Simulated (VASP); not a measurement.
Level of theory: optB86b-vdW, VASP's PBE PAW potentials (set 64) (plane waves; VASP).

Input for VASP

### KPOINTS
```
Automatic mesh
0
Gamma
10 10 10
0 0 0
```

POSCAR:
```
Ca
1
   -0.0000000000     2.7319699558     2.7319699558
    2.7319699558    -0.0000000000     2.7319699558
    2.7319699558     2.7319699558    -0.0000000000
Ca
1
Direct
  0.0000000000   0.0000000000   0.0000000000
```

**INCAR**
```
AGGAC = 0.0
ISIF = 3
LASPH = T
IBRION = 2
LCHARG = F
SYSTEM = Ca
PARAM1 = 0.1234
NSW = 60
ISMEAR = 1
PREC = Accurate
LREAL = F
GGA = MK
LUSE_VDW = T
ENCUT = 520
NELM = 100
LWAVE = F
ALGO = Normal
EDIFF = 1E-6
SIGMA = 0.1
EDIFFG = -0.01   ! ionic stop
PARAM2 = 1.0
```

POTCAR, in this order: Ca_sv (PBE.64 set). Program: vasp_std.

Problem. Estimate the energy per atom (σ→0), band gap (on the k-mesh).

Solution. 
```
Property                                                    Result
------------------------  ----------------------------------------
energy per atom (σ→0)                                0.452 eV/atom
band gap (on the k-mesh)  none (metal, semimetal or under 0.01 eV)
```

File OSZICAR:
```
...
DAV:   5     0.447300376766E+00   -0.10942E-02   -0.10938E-02  1317   0.521E-01    0.214E+00
DAV:   6     0.452288915007E+00    0.49885E-02   -0.13148E-02  1066   0.135E+00    0.132E+00
DAV:   7     0.451817015866E+00   -0.47190E-03   -0.20374E-02   955   0.180E+00    0.104E-01
DAV:   8     0.452170296825E+00    0.35328E-03   -0.21408E-03  1000   0.493E-01    0.276E-02
DAV:   9     0.452129436816E+00   -0.40860E-04   -0.15681E-04  1335   0.106E-01    0.103E-02
DAV:  10     0.452130985944E+00    0.15491E-05   -0.14464E-05  1188   0.388E-02    0.177E-03
DAV:  11     0.452131140247E+00    0.15430E-06   -0.71817E-07   928   0.668E-03
   1 F= 0.45213114E+00 E0= 0.45229757E+00  d E =0.452131E+00
```

The compound is Ca in the fcc structure. It was relaxed first, which changed the volume by -6 %. The start is the result of an earlier pass.
